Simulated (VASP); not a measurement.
Level of theory: r2SCAN meta-GGA, VASP's PBE PAW potentials (set 64) (plane waves; VASP).

Input for VASP

File KPOINTS:
```
Regular mesh
0
G
 10 10 10
0 0 0
```

**INCAR**
```
ALGO  =  Normal
EDIFF  =  1E-7
ENCUT  =  480
ISIF  =  2
ISMEAR  =  1
LASPH  =  .TRUE.
LCHARG  =  .FALSE.
LMAXMIX  =  6
LMIXTAU  =  .TRUE.
LREAL  =  .FALSE.
LWAVE  =  .FALSE.
METAGGA  =  R2SCAN
NELM  =  100
PREC  =  Accurate
SIGMA  =  0.1
SYSTEM  =  Eu
```

**POSCAR**
```
Eu
1
   -2.2261236628     2.2261236628     2.1927318079
    2.2261236628    -2.2261236628     2.1927318079
    2.2261236628     2.2261236628    -2.1927318079
Eu
1
Direct
  0.0000000000   0.0000000000   0.0000000000
```

POTCAR, in this order: Eu_2 (PBE.64 set). Program: vasp_std.

The run wrote:

### OUTCAR
```
 ion  position               nearest neighbor table
   1  0.000  0.000  0.000-
  LATTYP: Found a body centered tetragonal cell.
 ALAT       =     4.4522473256
 C/A-ratio  =     0.9850000000
 Subroutine PRICEL returns:
 Original cell was already a primitive cell.
 Subroutine GETGRP returns: Found 16 space group operations
The static configuration has the point symmetry D_4h.
The dynamic configuration has the point symmetry D_4h.
 Subroutine INISYM returns: Found 16 space group operations
 Subroutine IBZKPT returns following result:
 Found    102 irreducible k-points:

 Following reciprocal coordinates:
            Coordinates               Weight
  0.000000  0.000000  0.000000      1.000000
  0.100000 -0.000000  0.000000      8.000000
  0.200000 -0.000000  0.000000      8.000000
  0.300000  0.000000  0.000000      8.000000
  0.400000 -0.000000  0.000000      8.000000
  0.500000 -0.000000  0.000000      4.000000
  0.100000  0.100000  0.000000      8.000000
  0.200000  0.100000  0.000000     16.000000
  0.300000  0.100000  0.000000     16.000000
  0.400000  0.100000  0.000000     16.000000
  0.500000  0.100000  0.000000     16.000000
 -0.400000  0.100000  0.000000     16.000000
 -0.300000  0.100000  0.000000     16.000000
 -0.200000  0.100000 -0.000000     16.000000
 -0.100000  0.100000  0.000000      4.000000
  0.200000  0.200000  0.000000      8.000000
  0.300000  0.200000  0.000000     16.000000
  0.400000  0.200000  0.000000     16.000000
  0.500000  0.200000  0.000000     16.000000
 -0.400000  0.200000  0.000000     16.000000
 -0.300000  0.200000 -0.000000     16.000000
 -0.200000  0.200000  0.000000      4.000000
  0.300000  0.300000  0.000000      8.000000
  0.400000  0.300000  0.000000     16.000000
...
```

### OSZICAR
```
       N       E                     dE             d eps       ncg     rms          rms(c)
DAV:   1    -0.164224691135E+02   -0.16422E+02   -0.38526E+03  1640   0.816E+02
DAV:   2    -0.274183472666E+02   -0.10996E+02   -0.10821E+02  2344   0.110E+02
DAV:   3    -0.276066764960E+02   -0.18833E+00   -0.18049E+00  2192   0.104E+01
DAV:   4    -0.276084405454E+02   -0.17640E-02   -0.17607E-02  2640   0.139E+00
DAV:   5    -0.276084458198E+02   -0.52745E-05   -0.52745E-05  2256   0.616E-02    0.830E+00
DAV:   6    -0.270261257392E+02    0.58232E+00   -0.38420E-01  2184   0.699E+00    0.446E+00
DAV:   7    -0.271960208900E+02   -0.16990E+00   -0.11571E-01  2448   0.406E+00    0.666E-01
DAV:   8    -0.270718804399E+02    0.12414E+00   -0.69806E-02  2448   0.316E+00    0.790E-02
DAV:   9    -0.271737725078E+02   -0.10189E+00   -0.23701E-02  1648   0.172E+00    0.835E-02
DAV:  10    -0.271738523798E+02   -0.79872E-04   -0.31706E-04  3000   0.199E-01    0.831E-02
DAV:  11    -0.271643608696E+02    0.94915E-02   -0.29668E-04  1976   0.200E-01    0.843E-02
DAV:  12    -0.271699942040E+02   -0.56333E-02   -0.55658E-04  2264   0.228E-01    0.158E-01
DAV:  13    -0.271472222085E+02    0.22772E-01   -0.47647E-03  1648   0.678E-01    0.103E-01
DAV:  14    -0.271465414733E+02    0.68074E-03   -0.31576E-04  2800   0.201E-01    0.120E-01
DAV:  15    -0.271461803865E+02    0.36109E-03   -0.83467E-05  1648   0.934E-02    0.130E-01
DAV:  16    -0.271461623025E+02    0.18084E-04   -0.52320E-05  2776   0.716E-02    0.107E-01
DAV:  17    -0.271460061431E+02    0.15616E-03   -0.38343E-05  1720   0.710E-02    0.107E-01
DAV:  18    -0.271460017665E+02    0.43766E-05   -0.56608E-07  2928   0.867E-03    0.107E-01
DAV:  19    -0.271459837335E+02    0.18033E-04   -0.15457E-06  1696   0.118E-02    0.107E-01
DAV:  20    -0.271459551026E+02    0.28631E-04   -0.42799E-06  2632   0.180E-02    0.991E-02
DAV:  21    -0.271459025029E+02    0.52600E-04   -0.20838E-05  2520   0.409E-02    0.848E-02
DAV:  22    -0.271458352485E+02    0.67254E-04   -0.94808E-05  2568   0.813E-02    0.466E-02
DAV:  23    -0.271458268739E+02    0.83747E-05   -0.54091E-05  2568   0.730E-02    0.191E-02
DAV:  24    -0.271458219348E+02    0.49390E-05   -0.12657E-05  2640   0.313E-02    0.102E-02
DAV:  25    -0.271458283742E+02   -0.64394E-05   -0.28124E-06  2480   0.185E-02    0.460E-03
DAV:  26    -0.271458276077E+02    0.76646E-06   -0.15547E-06  1680   0.113E-02    0.371E-03
DAV:  27    -0.271458285613E+02   -0.95357E-06   -0.16563E-07  1872   0.527E-03    0.767E-04
DAV:  28    -0.271458279678E+02    0.59348E-06   -0.56816E-08  1640   0.300E-03    0.665E-04
DAV:  29    -0.271458278287E+02    0.13910E-06   -0.83584E-09   880   0.136E-03    0.721E-04
DAV:  30    -0.271458277451E+02    0.83604E-07   -0.28291E-09   832   0.879E-04
   1 F= -.27145828E+02 E0= -.27145590E+02  d E =-.714083E-03
```

File OUTCAR:
```
------------------------ aborting loop because EDIFF is reached ----------------------------------------
  FORCE on cell =-STRESS in cart. coord.  units (eV):
  Direction    XX          YY          ZZ          XY          YZ          ZX
  --------------------------------------------------------------------------------------
  Total        0.0435343      0.0435343      0.0952147      0.0000000      0.0000000      0.0000000
  in kB        1.6047158      1.6047158      3.5097025      0.0000000      0.0000000      0.0000000
  external PRESSURE =       2.2397114 kB  Pullay stress =       0.0000000 kB
  volume of cell :       43.47
      direct lattice vectors                 reciprocal lattice vectors
    -2.226123663  2.226123663  2.192731808     0.000000000  0.224605671  0.228026062
     2.226123663 -2.226123663  2.192731808     0.224605671  0.000000000  0.228026062
     2.226123663  2.226123663 -2.192731808     0.224605671  0.224605671  0.000000000
 POSITION                                       TOTAL-FORCE (eV/Angst)
 -----------------------------------------------------------------------------------
      0.00000      0.00000      0.00000         0.000000      0.000000      0.000000
 -----------------------------------------------------------------------------------
    total drift:                                0.000000     -0.000000      0.000000
  FREE ENERGIE OF THE ION-ELECTRON SYSTEM (eV)
  ---------------------------------------------------
  free  energy   TOTEN  =       -27.1458277451 eV

  energy  without entropy=      -27.1451136619  energy(sigma->0) =      -27.14558972
```
(Selected blocks of OUTCAR.)

The 4f electrons are frozen in the core of the lanthanide potential, so 4f levels, which can set the real gap, and their magnetism are missing.

The compound is Eu in the bcc structure. This cell was strained or had an atom moved on purpose.
